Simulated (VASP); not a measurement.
A convergence study with VASP on IrO$_{2}$ (rutile): one setting is varied, all else stays as given below, so the limit is that of these other settings. Each run relaxes cell and ions from the cell shown. The basis is that of the starting cell, so low cut-offs carry a Pulay error.

```xyz
6
Lattice="4.5000 0.0000 0.0000 0.0000 4.5000 0.0000 0.0000 0.0000 3.1500" Properties=species:S:1:pos:R:3 pbc="T T T"
Ir     0.0000     0.0000     0.0000
Ir     2.2500     2.2500     1.5750
O      1.3860     1.3860     0.0000
O      3.6360     0.8640     1.5750
O      0.8640     3.6360     1.5750
O      3.1140     3.1140     0.0000
```

These are LDA (Ceperley-Alder, Perdew-Zunger), VASP's LDA PAW potentials (set 64) (plane waves; VASP) values and carry that method's errors. The tightest run used: 800 eV cut-off, 6×6×8 Γ-centred mesh, first-order Methfessel-Paxton smearing of 0.10 eV, potentials Ir O.

| setting | relaxed volume (Å³/atom) | E (eV/atom) | plane waves |
|---|---|---|---|
| ENCUT = 250 | 8.856 | -9.0100 | 600 |
| ENCUT = 300 | 9.514 | -8.4312 | 776 |
| ENCUT = 350 | 9.973 | -8.2142 | 968 |
| ENCUT = 400 | 10.244 | -8.1591 | 1178 |

Problem. These are the cheaper rows. Estimate the results at ENCUT = 800, and how far the last row shown lies from them.

Solution. 
```
quantity                  tightest run  last row shown is off by
------------------------  ------------  ------------------------
relaxed volume (Å³/atom)        10.396                    -0.152
E (eV/atom)                    -8.1410                   -0.0181
```

Left out are rungs that failed or repeat a setting and relaxations that didn't move; long series are thinned to 24 rows.

The compound is IrO2 in the rutile structure.
